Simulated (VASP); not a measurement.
Given:

```
NaF
1.0
    0.00000     2.31184     2.31184
    2.31184     0.00000     2.31184
    2.31184     2.31184     0.00000
Na F
1 1
Direct
  0.00000   0.00000   0.00000
  0.50000   0.50000   0.50000
```

All values below come from AM05 GGA, VASP's PBE PAW potentials (set 64) (plane waves; VASP 6.6.1). Run with 520 eV cut-off, 10×10×10 Γ-centred mesh, Gaussian smearing of 0.050 eV, potentials Na_pv F.

Task: What does the run give for the energy per atom (σ→0), pressure, band gap (on the k-mesh) with the smallest direct gap where there is one?

Result: 
The band gap (on the k-mesh) is 6.40 eV. The smallest direct gap (on the k-mesh) comes out as 6.40 eV and the energy per atom (σ→0) is -4.249 eV/atom. The pressure is 1.58 GPa.

Only differences to runs with the same potentials and settings are physical.

The compound is NaF in the rock salt structure. This cell is one point of a volume scan, at 0.97 of the reference volume.
